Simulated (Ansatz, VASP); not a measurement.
## TlGa in two plane-wave programs

One calculation is typed for both programs; each brings its own data sets and cutoff. How far apart do they land? The cell is invented: other elements were put on sites of a known structure type. It may not be a known or stable phase. The cell is taken from a series of VASP runs on this material, whose earlier steps may have relaxed, scaled or displaced it; both programs get it as it stands.

Method: plane waves, with VASP 6.6.1 beside it; relaxation of cell and atoms at PBE, in Ansatz 0.2.0.

## 1. The starting structure

The structure is hexagonal, space group P-6m2 (No. 187). Conventional cell: a = 3.312 Å, b = 3.312 Å, c = 5.412 Å, α = 90.00°, β = 90.00°, γ = 120.00°. Nearest to Tl lie 6 Tl at 3.31 Å and 6 Ga at 3.31 Å. Nearest to Ga lie 6 Ga at 3.31 Å and 6 Tl at 3.31 Å. Farther neighbours are not listed.

Coordinates:

```
Tl Ga
1.0
     3.31206    0.00000    0.00000
    -1.65603    2.86833    0.00000
     0.00000    0.00000    5.41223
Tl Ga
1 1
Direct
  0.33333 0.66667 0.50000
  0.00000 0.00000 0.00000
```

## 2. VASP: relaxation of cell and atoms, PBE

The relaxed volume is the usual yardstick between codes: its relative difference is about their pressure difference at one cell divided by the bulk modulus.

Lines of VASP's logs that name or quote its potential files are left out, and so is its time.

Input file INCAR:

```
SYSTEM = TlGa
PREC = Accurate
ENCUT = 400
EDIFF = 1E-06
NELM = 100
ISMEAR = 1
SIGMA = 0.2
LREAL = .FALSE.
ALGO = Normal
GGA = PE
LORBIT = 11
LWAVE = .FALSE.
LCHARG = .FALSE.
IBRION = 2
NSW = 60
ISIF = 3
EDIFFG = -0.01
```

Input file POSCAR:

```
TlGa
1.0
    3.3120599323      0.0000000000      0.0000000000
   -1.6560299662      2.8683280421      0.0000000000
    0.0000000000      0.0000000000      5.4122317569
Tl Ga
1 1
Direct
    0.3333333300      0.6666666700      0.5000000000
    0.0000000000      0.0000000000      0.0000000000
```

Input file KPOINTS:

```
Automatic mesh
0
Gamma
8 8 4
0 0 0
```

Potentials, in the order of the species: Tl_d and Ga_d (PBE family, release 64).

Command:

```
$ mpirun -np 1 vasp_std
```

Numbers of over 12 decimals in the logs are rounded to 6 here.

What it wrote:

```text
[banner, memory and clock lines left out]
running    1 mpi-ranks, on    1 nodes
 distrk:  each k-point on    1 cores,    1 groups
 distr:  one band on    1 cores,    1 groups

 POSCAR found type information on POSCAR TlGa
 POSCAR found :  2 types and       2 ions
 LDA part: xc-table for (Slater+PW92), standard interpolation
 POSCAR, INCAR and KPOINTS ok, starting setup
 FFT: planning ... GRIDC
 FFT: planning ... GRID_SOFT
 FFT: planning ... GRID
 WAVECAR not read
 entering main loop
       N       E                     dE             d eps       ncg     rms          rms(c)
DAV:   1     0.130397292852E+03    0.13040E+03   -0.12572E+04  1045   0.187E+03
DAV:   2     0.205032674495E+01   -0.12835E+03   -0.12638E+03  1044   0.352E+02
DAV:   3    -0.471350129208E+01   -0.67638E+01   -0.67161E+01  1319   0.804E+01
DAV:   4    -0.480341620857E+01   -0.89915E-01   -0.89818E-01  1089   0.890E+00
DAV:   5    -0.480542960367E+01   -0.20134E-02   -0.20132E-02  1426   0.134E+00    0.286E+00
DAV:   6    -0.476507870789E+01    0.40351E-01   -0.85312E-02  1167   0.300E+00    0.199E+00
DAV:   7    -0.475768202132E+01    0.73967E-02   -0.32930E-02  1175   0.172E+00    0.606E-01
DAV:   8    -0.475700595823E+01    0.67606E-03   -0.33424E-03  1158   0.639E-01    0.341E-02
DAV:   9    -0.475701258601E+01   -0.66278E-05   -0.94719E-05  1172   0.861E-02    0.103E-02
DAV:  10    -0.475701619323E+01   -0.36072E-05   -0.63519E-06  1031   0.221E-02    0.320E-03
DAV:  11    -0.475701697892E+01   -0.78569E-06   -0.72907E-07   617   0.913E-03
   1 F= -.47570170E+01 E0= -.47530380E+01  d E =-.475702E+01
[... from here on, the cycles between the ionic steps are left out ...]
   2 F= -.47581441E+01 E0= -.47540558E+01  d E =-.112715E-02
   3 F= -.47582055E+01 E0= -.47541022E+01  d E =-.118849E-02
   4 F= -.47582331E+01 E0= -.47541000E+01  d E =-.121611E-02
   5 F= -.47582351E+01 E0= -.47541165E+01  d E =-.121815E-02
   6 F= -.47582381E+01 E0= -.47541136E+01  d E =-.122112E-02
   7 F= -.47582376E+01 E0= -.47541154E+01  d E =-.122059E-02
   8 F= -.47582626E+01 E0= -.47541648E+01  d E =-.249870E-04
   9 F= -.47582702E+01 E0= -.47541816E+01  d E =-.326307E-04
  10 F= -.47582828E+01 E0= -.47542144E+01  d E =-.452175E-04
  11 F= -.47583009E+01 E0= -.47542410E+01  d E =-.181261E-04
  12 F= -.47583632E+01 E0= -.47543323E+01  d E =-.803693E-04
  13 F= -.47585172E+01 E0= -.47545541E+01  d E =-.234399E-03
  14 F= -.47588880E+01 E0= -.47550706E+01  d E =-.605159E-03
 curvature:  -2.67 expect dE=-0.175E-02 dE for cont linesearch -0.551E-03
 ZBRENT: increasing intervall
 opt :   3.6135  next Energy=    -4.759793 (dE=-0.151E-02)
 bond charge predicted
       N       E                     dE             d eps       ncg     rms          rms(c)
DAV:   1    -0.477762331770E+01   -0.18735E-01   -0.47768E-01  1048   0.597E+00    0.715E-01
DAV:   2    -0.476508625898E+01    0.12537E-01   -0.15448E-02  1127   0.145E+00    0.400E-01
DAV:   3    -0.475963938401E+01    0.54469E-02   -0.75017E-03  1104   0.891E-01    0.108E-01
DAV:   4    -0.475959425397E+01    0.45130E-04   -0.13659E-03  1065   0.304E-01    0.206E-02
DAV:   5    -0.475959589349E+01   -0.16395E-05   -0.52777E-05  1189   0.584E-02    0.114E-02
DAV:   6    -0.475959535898E+01    0.53451E-06   -0.33479E-06  1023   0.158E-02
  15 F= -.47595954E+01 E0= -.47558490E+01  d E =-.131257E-02
 curvature:  -4.39 expect dE=-0.531E-02 dE for cont linesearch -0.793E-03
 ZBRENT: increasing intervall
 opt :   7.3841  next Energy=    -4.760942 (dE=-0.266E-02)
 bond charge predicted
       N       E                     dE             d eps       ncg     rms          rms(c)
DAV:   1    -0.483314812025E+01   -0.73552E-01   -0.19375E+00  1052   0.120E+01    0.143E+00
DAV:   2    -0.478487720223E+01    0.48271E-01   -0.61480E-02  1109   0.286E+00    0.797E-01
DAV:   3    -0.476413791772E+01    0.20739E-01   -0.28522E-02  1079   0.162E+00    0.217E-01
DAV:   4    -0.476391910559E+01    0.21881E-03   -0.46276E-03  1063   0.571E-01    0.434E-02
DAV:   5    -0.476392346772E+01   -0.43621E-05   -0.18134E-04  1214   0.103E-01    0.218E-02
DAV:   6    -0.476392119646E+01    0.22713E-05   -0.12660E-05  1171   0.328E-02    0.232E-03
DAV:   7    -0.476392115482E+01    0.41639E-07   -0.54932E-07   608   0.933E-03
[... the rest is left out ...]
```

From OUTCAR (step 2):

```text
ion  position               nearest neighbor table
   1  0.333  0.667  0.500-   2 3.31   2 3.31   2 3.31   2 3.31   2 3.31   2 3.31
   2  0.000  0.000  0.000-   1 3.31   1 3.31   1 3.31   1 3.31   1 3.31   1 3.31

  LATTYP: Found a hexagonal cell.
 ALAT       =     3.3120599323
 C/A-ratio  =     1.6340983761

 Subroutine GETGRP returns: Found 12 space group operations
 (whereof 12 operations were pure point group operations)

The static configuration has the point symmetry D_3h.

 Found     30 irreducible k-points:

   k-points           NKPTS =     30   k-points in BZ     NKDIM =     30   number of bands    NBANDS=     17

   dimension x,y,z NGX =    24 NGY =   24 NGZ =   36
   dimension x,y,z NGXF=    48 NGYF=   48 NGZF=   72

   ENCUT  =  400.0 eV  29.40 Ry    5.42 a.u.   5.40  5.40  8.83*2*pi/ulx,y,z

   NELECT =      26.0000    total number of electrons

 k-points in reciprocal lattice and weights: Automatic mesh
   0.00000000  0.00000000  0.00000000       0.004
   0.12500000 -0.00000000  0.00000000       0.023
   0.25000000 -0.00000000  0.00000000       0.023
   0.37500000 -0.00000000  0.00000000       0.023
   0.50000000 -0.00000000  0.00000000       0.012
   0.12500000  0.12500000  0.00000000       0.023
   0.25000000  0.12500000  0.00000000       0.047
   0.37500000  0.12500000  0.00000000       0.047
   0.25000000  0.25000000  0.00000000       0.023
[...]
0.25000000  0.25000000  0.50000000       0.023
   0.37500000  0.25000000  0.50000000       0.023

 average (electrostatic) potential at core
       1 -84.1911       2 -65.0705

 E-fermi :   5.5329

 k-point     1 :       0.0000    0.0000    0.0000
  band No.  band energies     occupation
    ...
      9      -5.8416      2.00000
     10      -5.8416      2.00000
     11      -4.5573      2.00000
     12       2.0689      2.00000
     13       3.0491      2.00000
     14      11.4474      0.00000
     15      11.4474      0.00000
     16      14.1852      0.00000
     17      14.1852      0.00000

 k-point     2 :       0.1250   -0.0000    0.0000
  band No.  band energies     occupation
    ...
      9      -5.8901      2.00000
     10      -5.8493      2.00000
     11      -4.2818      2.00000
     12       2.2291      2.00000
     13       3.3789      2.00000
     14       9.3110     -0.00000
     15      10.5937      0.00000
     16      12.8193      0.00000
     17      14.8981      0.00000

 k-point     3 :       0.2500   -0.0000    0.0000
  band No.  band energies     occupation
    ...
      9      -5.8913      2.00000
     10      -5.8679      2.00000
     11      -3.4407      2.00000
     12       2.6010      2.00000
     13       4.3149      2.00000
     14       6.4055     -0.00000
     15       9.3662     -0.00000
     16      10.8871      0.00000
     17      13.1096      0.00000

  Total       -0.0061943     -0.0061943     -0.0191465      0.0000000     -0.0000000      0.0000000
  in kB       -0.1929410     -0.1929410     -0.5963813      0.0000000     -0.0000000      0.0000000
  external PRESSURE =      -0.3274211 kB  Pullay stress =       0.0000000 kB

  energy-cutoff  :      400.00
  volume of cell :       51.44
      direct lattice vectors                 reciprocal lattice vectors
     3.491702565 -0.000000000  0.000000000     0.286393237  0.165349212  0.000000000
    -1.745851283  3.023903126 -0.000000000     0.000000000  0.330698425  0.000000000
     0.000000000 -0.000000000  4.871593249    -0.000000000  0.000000000  0.205271653

 POSITION                                       TOTAL-FORCE (eV/Angst)
 -----------------------------------------------------------------------------------
     -0.00000      2.01594      2.43580         0.000000      0.000000      0.000000
      0.00000      0.00000      0.00000        -0.000000     -0.000000     -0.000000
 -----------------------------------------------------------------------------------
    total drift:                                0.000010     -0.000006     -0.000000

  FREE ENERGIE OF THE ION-ELECTRON SYSTEM (eV)
  ---------------------------------------------------
  free  energy   TOTEN  =        -4.8407549551 eV

  energy  without entropy=       -4.8413960507  energy(sigma->0) =       -4.84096865

 reached required accuracy - stopping structural energy minimisation

 total charge
# of ion       s       p       d       tot
------------------------------------------
    1        1.163   0.423   9.640  11.226
    2        1.085   0.422   9.933  11.440
--------------------------------------------------
tot          2.248   0.845  19.573  22.666

[... 3 further parts left out ...]
```

CONTCAR:

```
TlGa
   1.00000000000000
     3.4917025654331844   -0.0000000000032565    0.0000000000000001
    -1.7458512827721331    3.0239031263107132   -0.0000000000000004
     0.0000000000000000   -0.0000000000000011    4.8715932487755174
  Tl              Ga
     1     1
Direct
     0.3333333300000021    0.6666666699999979    0.5000000000000000
     0.0000000000000000    0.0000000000000000    0.0000000000000000
```

The run keeps the 12 symmetry operations of its start, so it cannot find a distortion of lower symmetry.

(Continued in part 2 of 2.)

[Lines on the potential files, build, host, timing and source positions are cut from VASP's logs without a mark.]

[Logs are printed without paths, hosts, clocks, repeated set-up lines and the standing remarks that a program may print on its own settings, such as how far it seeks lower states.]

[Hosts, paths, dates, database ids (printed as entryN), source tags and the programs' standing remarks are cut or masked in the printed files.]
